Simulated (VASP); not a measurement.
These are PBE GGA, VASP's PBE PAW potentials (set 64) (plane waves; VASP) values and carry that method's errors.

The input files of a VASP run:

File POSCAR:
```
BN
1.0
  0.0000000000   1.8075000000   1.8075000000
  1.8075000000   0.0000000000   1.8075000000
  1.8075000000   1.8075000000   0.0000000000
B N
1 1
Direct
  0.0000000000   0.0000000000   0.0000000000
  0.2500000000   0.2500000000   0.2500000000
```

**KPOINTS**
```
Automatic mesh
0
Gamma
11 11 11
0 0 0
```

INCAR:
```
SYSTEM = BN
PREC = Accurate; ENCUT = 480; LREAL = .False.
LASPH = .True.
EDIFF = 1E-6; NELM = 100; ALGO = Normal
ISMEAR = 0; SIGMA = 0.05
GGA = PE
IBRION = 2; NSW = 60; ISIF = 3
EDIFFG = -0.01
LWAVE = .False.; LCHARG = .False.
```

POTCAR, in this order: B N (PBE.64 set). Program: vasp_std.

What VASP printed:

**OSZICAR**
```
       N       E                     dE             d eps       ncg     rms          rms(c)
DAV:   1     0.423053580179E+01    0.42305E+01   -0.50066E+03   944   0.929E+02
DAV:   2    -0.182886675184E+02   -0.22519E+02   -0.22117E+02  1304   0.153E+02
DAV:   3    -0.184157632862E+02   -0.12710E+00   -0.12710E+00  1056   0.148E+01
DAV:   4    -0.184158511413E+02   -0.87855E-04   -0.87855E-04  1152   0.346E-01
DAV:   5    -0.184158511994E+02   -0.58193E-07   -0.58193E-07   976   0.660E-03    0.671E+00
DAV:   6    -0.175384494949E+02    0.87740E+00   -0.34316E+00  1080   0.133E+01    0.331E+00
DAV:   7    -0.174650385448E+02    0.73411E-01   -0.95671E-02  1168   0.301E+00    0.193E+00
DAV:   8    -0.174503980898E+02    0.14640E-01   -0.41725E-02  1016   0.186E+00    0.193E-01
DAV:   9    -0.174506048070E+02   -0.20672E-03   -0.56952E-04   912   0.253E-01    0.770E-02
DAV:  10    -0.174506809822E+02   -0.76175E-04   -0.13768E-04  1272   0.117E-01    0.154E-02
DAV:  11    -0.174506857532E+02   -0.47711E-05   -0.79809E-06  1016   0.272E-02    0.711E-03
DAV:  12    -0.174506857422E+02    0.11009E-07   -0.13770E-06   472   0.951E-03
   1 F= -.17450686E+02 E0= -.17450686E+02  d E =-.174507E+02
       N       E                     dE             d eps       ncg     rms          rms(c)
DAV:   1    -0.174548999935E+02   -0.42142E-02   -0.13531E-01   960   0.378E+00    0.477E-01
DAV:   2    -0.174508193098E+02    0.40807E-02   -0.19376E-02   920   0.105E+00    0.126E-01
DAV:   3    -0.174506444979E+02    0.17481E-03   -0.50722E-04  1088   0.236E-01    0.543E-02
DAV:   4    -0.174505820255E+02    0.62472E-04   -0.86963E-05  1000   0.820E-02    0.148E-02
DAV:   5    -0.174505806357E+02    0.13898E-05   -0.36825E-06   984   0.154E-02    0.901E-03
DAV:   6    -0.174505801847E+02    0.45102E-06   -0.16953E-07   456   0.504E-03
   2 F= -.17450580E+02 E0= -.17450580E+02  d E =0.105558E-03
       N       E                     dE             d eps       ncg     rms          rms(c)
DAV:   1    -0.174526974795E+02   -0.21168E-02   -0.36128E-02   984   0.196E+00    0.246E-01
DAV:   2    -0.174516158453E+02    0.10816E-02   -0.50849E-03   928   0.536E-01    0.657E-02
DAV:   3    -0.174515695283E+02    0.46317E-04   -0.13722E-04  1096   0.122E-01    0.282E-02
DAV:   4    -0.174515543984E+02    0.15130E-04   -0.22834E-05  1000   0.423E-02    0.778E-03
DAV:   5    -0.174515543982E+02    0.22760E-09   -0.91103E-07   600   0.783E-03
   3 F= -.17451554E+02 E0= -.17451554E+02  d E =-.868656E-03
```

**OUTCAR**
```
------------------------ aborting loop because EDIFF is reached ----------------------------------------
  FORCE on cell =-STRESS in cart. coord.  units (eV):
  Direction    XX          YY          ZZ          XY          YZ          ZX
  --------------------------------------------------------------------------------------
  Total        0.0009242      0.0009242      0.0009242      0.0000000     -0.0000000      0.0000000
  in kB        0.1243928      0.1243928      0.1243928      0.0000000     -0.0000000      0.0000000
  external PRESSURE =       0.1243928 kB  Pullay stress =       0.0000000 kB
  volume of cell :       11.90
      direct lattice vectors                 reciprocal lattice vectors
     0.000000000  1.812221206  1.812221206    -0.275904508  0.275904508  0.275904508
     1.812221206 -0.000000000  1.812221206     0.275904508 -0.275904508  0.275904508
     1.812221206  1.812221206  0.000000000     0.275904508  0.275904508 -0.275904508
  FREE ENERGIE OF THE ION-ELECTRON SYSTEM (eV)
  ---------------------------------------------------
  free  energy   TOTEN  =       -17.4515543982 eV

  energy  without entropy=      -17.4515543982  energy(sigma->0) =      -17.45155440

 reached required accuracy - stopping structural energy minimisation
```
(Selected blocks of OUTCAR.)

CONTCAR:
```
BN
   1.00000000000000
     0.0000000000000000    1.8122212064865539    1.8122212064865539
     1.8122212064865539   -0.0000000000000000    1.8122212064865539
     1.8122212064865539    1.8122212064865539    0.0000000000000000
  B               N
     1     1
Direct
     0.0000000000000000    0.0000000000000000    0.0000000000000000
     0.2500000000000000    0.2500000000000000    0.2500000000000000
```

The compound is BN in the zinc blende structure. This run relaxes it. Symmetry was kept, so distortions that lower it aren't found.
